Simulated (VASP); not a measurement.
Output of a VASP run:

File OUTCAR:
```
 ion  position               nearest neighbor table
   1  0.000  0.000  0.000-   2 2.48   3 2.48   2 2.48   3 2.48   3 2.48   3 2.48   2 2.48   2 2.48
                             3 2.48   3 2.48   2 2.48   2 2.48
   2  0.333  0.667  0.500-   3 1.77   3 1.77   3 1.77   1 2.48   1 2.48   1 2.48   1 2.48   1 2.48
                             1 2.48
   3  0.667  0.333  0.500-   2 1.77   2 1.77   2 1.77   1 2.48   1 2.48   1 2.48   1 2.48   1 2.48
                             1 2.48
  LATTYP: Found a hexagonal cell.
 ALAT       =     3.0682366854
 C/A-ratio  =     1.1322560909
 Subroutine PRICEL returns:
 Original cell was already a primitive cell.
 Subroutine GETGRP returns: Found 24 space group operations
The static configuration has the point symmetry D_6h.
The dynamic configuration has the point symmetry D_6h.
 Subroutine INISYM returns: Found 24 space group operations
 Subroutine IBZKPT returns following result:
 Found    126 irreducible k-points:

 Following reciprocal coordinates:
            Coordinates               Weight
  0.000000  0.000000  0.000000      1.000000
  0.076923  0.000000  0.000000      6.000000
  0.153846  0.000000  0.000000      6.000000
  0.230769  0.000000  0.000000      6.000000
  0.307692  0.000000  0.000000      6.000000
  0.384615  0.000000  0.000000      6.000000
  0.461538  0.000000  0.000000      6.000000
  0.076923  0.076923  0.000000      6.000000
  0.153846  0.076923  0.000000     12.000000
  0.230769  0.076923  0.000000     12.000000
  0.307692  0.076923  0.000000     12.000000
  0.384615  0.076923  0.000000     12.000000
  0.461538  0.076923  0.000000      6.000000
  0.153846  0.153846  0.000000      6.000000
  0.230769  0.153846  0.000000     12.000000
  0.307692  0.153846  0.000000     12.000000
  0.384615  0.153846  0.000000     12.000000
  0.230769  0.230769  0.000000      6.000000
  0.307692  0.230769  0.000000     12.000000
  0.384615  0.230769  0.000000      6.000000
  0.307692  0.307692  0.000000      6.000000
  0.000000  0.000000  0.100000      2.000000
  0.076923  0.000000  0.100000     12.000000
  0.153846  0.000000  0.100000     12.000000
  0.230769  0.000000  0.100000     12.000000
  0.307692  0.000000  0.100000     12.000000
  0.384615  0.000000  0.100000     12.000000
  0.461538  0.000000  0.100000     12.000000
  0.076923  0.076923  0.100000     12.000000
  0.153846  0.076923  0.100000     24.000000
  0.230769  0.076923  0.100000     24.000000
  0.307692  0.076923  0.100000     24.000000
  0.384615  0.076923  0.100000     24.000000
  0.461538  0.076923  0.100000     12.000000
  0.153846  0.153846  0.100000     12.000000
  0.230769  0.153846  0.100000     24.000000
  0.307692  0.153846  0.100000     24.000000
  0.384615  0.153846  0.100000     24.000000
  0.230769  0.230769  0.100000     12.000000
  0.307692  0.230769  0.100000     24.000000
   k-points           NKPTS =    126   k-points in BZ     NKDIM =    126   number of bands    NBANDS=      8
   number of dos      NEDOS =    601   number of ions     NIONS =      3
   total plane-waves  NPLWV =  16128
   dimension x,y,z NGX =    24 NGY =   24 NGZ =   28
   dimension x,y,z NGXF=    48 NGYF=   48 NGZF=   56
   ions per type =               1   2
   PREC   = accura    normal or accurate (medium, high low for compatibility)
   ISTART =      0    job   : 0-new  1-cont  2-samecut
   ICHARG =      2    charge: 1-file 2-atom 10-const
   ISPIN  =      1    spin polarized calculation?
   LNONCOLLINEAR =      F non collinear calculations
   LSORBIT =      F    spin-orbit coupling
   INIWAV =      1    electr: 0-lowe 1-rand  2-diag
   ENCUT  =  520.0 eV  38.22 Ry    6.18 a.u.   5.70  5.70  6.46*2*pi/ulx,y,z
   NELM   =    100;   NELMIN=  2; NELMDL= -5     # of ELM steps
   EDIFF  = 0.1E-06   stopping-criterion for ELM
   LREAL  =      F    real-space projection
   NLSPLINE    = F    spline interpolate recip. space projectors
   LMAXMIX     =    2 max onsite mixed and CHGCAR
...
```

**OSZICAR**
```
       N       E                     dE             d eps       ncg     rms          rms(c)
DAV:   1    -0.355020316181E+00   -0.35502E+00   -0.42033E+03  2152   0.873E+02
DAV:   2    -0.227306277212E+02   -0.22376E+02   -0.21422E+02  2920   0.115E+02
DAV:   3    -0.229994912998E+02   -0.26886E+00   -0.26916E+00  2632   0.148E+01
DAV:   4    -0.229999472569E+02   -0.45596E-03   -0.45726E-03  3104   0.553E-01
DAV:   5    -0.229999477594E+02   -0.50252E-06   -0.50735E-06  2688   0.112E-02    0.531E+00
DAV:   6    -0.204949258148E+02    0.25050E+01   -0.28855E+00  2240   0.118E+01    0.275E+00
DAV:   7    -0.202831399762E+02    0.21179E+00   -0.93857E-01  2400   0.872E+00    0.677E-01
DAV:   8    -0.203769719197E+02   -0.93832E-01   -0.24433E-01  2336   0.608E+00    0.533E-01
DAV:   9    -0.202855888873E+02    0.91383E-01   -0.43607E-01  2032   0.836E+00    0.341E-01
DAV:  10    -0.203962736371E+02   -0.11068E+00   -0.27257E-01  2048   0.786E+00    0.146E-01
DAV:  11    -0.203987164178E+02   -0.24428E-02   -0.37131E-03  3120   0.847E-01    0.129E-01
DAV:  12    -0.203969878138E+02    0.17286E-02   -0.33968E-02  2120   0.214E+00    0.945E-02
DAV:  13    -0.204002086187E+02   -0.32208E-02   -0.17804E-02  2088   0.165E+00    0.996E-03
DAV:  14    -0.204001890188E+02    0.19600E-04   -0.27549E-04  2504   0.210E-01    0.804E-03
DAV:  15    -0.204001602952E+02    0.28724E-04   -0.25224E-05  2528   0.710E-02    0.649E-03
DAV:  16    -0.204002000964E+02   -0.39801E-04   -0.25173E-05  2120   0.806E-02    0.623E-03
DAV:  17    -0.204001907079E+02    0.93885E-05   -0.10772E-05  2088   0.500E-02    0.442E-03
DAV:  18    -0.204001984862E+02   -0.77783E-05   -0.13013E-05  2200   0.492E-02    0.320E-03
DAV:  19    -0.204001958221E+02    0.26641E-05   -0.47096E-07  2440   0.107E-02    0.290E-03
DAV:  20    -0.204001940525E+02    0.17696E-05   -0.16875E-06  2272   0.180E-02    0.157E-03
DAV:  21    -0.204001899694E+02    0.40830E-05   -0.28677E-06  2312   0.224E-02    0.158E-04
DAV:  22    -0.204001889726E+02    0.99683E-06   -0.43767E-08  2040   0.263E-03    0.166E-04
DAV:  23    -0.204001893682E+02   -0.39559E-06   -0.61130E-09  1088   0.129E-03    0.120E-04
DAV:  24    -0.204001886842E+02    0.68396E-06   -0.11861E-08  1032   0.154E-03    0.440E-05
DAV:  25    -0.204001889722E+02   -0.28794E-06   -0.65343E-10  1024   0.303E-04    0.145E-05
DAV:  26    -0.204001889592E+02    0.12965E-07   -0.14079E-10  1032   0.180E-04
   1 F= -.20400189E+02 E0= -.20400189E+02  d E =0.000000E+00
       N       E                     dE             ncg
```

**OUTCAR**
```
------------------------ aborting loop because EDIFF is reached ----------------------------------------
  FORCE on cell =-STRESS in cart. coord.  units (eV):
  Direction    XX          YY          ZZ          XY          YZ          ZX
  --------------------------------------------------------------------------------------
  Total       -0.1438129     -0.1438128      0.3142209      0.0000000      0.0000000     -0.0000000
  in kB       -8.1351676     -8.1351646     17.7747600      0.0000000      0.0000000     -0.0000000
  external PRESSURE =       0.5014759 kB  Pullay stress =       0.0000000 kB
  volume of cell :       28.32
      direct lattice vectors                 reciprocal lattice vectors
     1.534118554 -2.657170793  0.000000000     0.325920053 -0.188170065  0.000000000
     1.534118554  2.657170793  0.000000000     0.325920053  0.188170065  0.000000000
     0.000000000  0.000000000  3.474029675     0.000000000  0.000000000  0.287850161
 POSITION                                       TOTAL-FORCE (eV/Angst)
 -----------------------------------------------------------------------------------
      0.00000      0.00000      0.00000         0.000000      0.000000      0.000000
      1.53412      0.88573      1.73701         0.000000     -0.000000      0.000000
      1.53412     -0.88573      1.73701        -0.000000     -0.000000      0.000000
 -----------------------------------------------------------------------------------
    total drift:                                0.000000     -0.000000      0.000000
  FREE ENERGIE OF THE ION-ELECTRON SYSTEM (eV)
  ---------------------------------------------------
  free  energy   TOTEN  =       -20.4001889592 eV

  energy  without entropy=      -20.4001889592  energy(sigma->0) =      -20.40018896

 total charge

# of ion       s       p       d       tot
------------------------------------------
    1        0.155   0.183   0.056   0.394
    2        0.698   1.252   0.000   1.950
    3        0.698   1.252   0.000   1.950
--------------------------------------------------
tot          1.550   2.687   0.056   4.293
```
(Selected blocks of OUTCAR.)

File POSCAR:
```
MgB2
1
    1.5341185536    -2.6571707926     0.0000000000
    1.5341185536     2.6571707926    -0.0000000000
    0.0000000000     0.0000000000     3.4740296754
Mg B
1 2
Direct
  0.0000000000   0.0000000000   0.0000000000
  0.3333330000   0.6666670000   0.5000000000
  0.6666670000   0.3333330000   0.5000000000
```

Problem. Reconstruct the remaining input files.

Solution. This is not unique; one that fits is the input of the run itself, SCAN meta-GGA, plane waves, VASP's PBE PAW potentials (set 64).

### KPOINTS_OPT
```
k-points along high-symmetry lines
6
Line-mode
Reciprocal
  0.000000   0.000000   0.000000 ! GAMMA
  0.000000   0.500000   0.000000 ! M

  0.000000   0.500000   0.000000 ! M
 -0.333333   0.666667   0.000000 ! K

 -0.333333   0.666667   0.000000 ! K
  0.000000   0.000000   0.000000 ! GAMMA

  0.000000   0.000000   0.000000 ! GAMMA
  0.000000   0.000000   0.500000 ! A

  0.000000   0.000000   0.500000 ! A
  0.000000   0.500000   0.500000 ! L

  0.000000   0.500000   0.500000 ! L
 -0.333333   0.666667   0.500000 ! H

 -0.333333   0.666667   0.500000 ! H
  0.000000   0.000000   0.500000 ! A

  0.000000   0.500000   0.500000 ! L
  0.000000   0.500000   0.000000 ! M

 -0.333333   0.666667   0.500000 ! H
 -0.333333   0.666667   0.000000 ! K
```

File KPOINTS:
```
Regular mesh
0
G
  13 13 10
0 0 0
```

### INCAR
```
SYSTEM = MgB2
PREC = Accurate
ENCUT = 520
EDIFF = 1E-7
NELM = 100
ALGO = Normal
LREAL = .FALSE.
LASPH = .TRUE.
ISMEAR = -5
METAGGA = SCAN
LMIXTAU = .TRUE.
LWAVE = .FALSE.
LCHARG = .FALSE.
LORBIT = 11
NEDOS = 601
ISIF = 2
LEFG = .TRUE.
```

POTCAR, in this order: Mg B (PBE.64 set). Program: vasp_std.

For a metal the tetrahedron method with Blöchl corrections gives inexact stress and forces.

The compound is MgB2 in the AlB2 type structure. It was relaxed first.
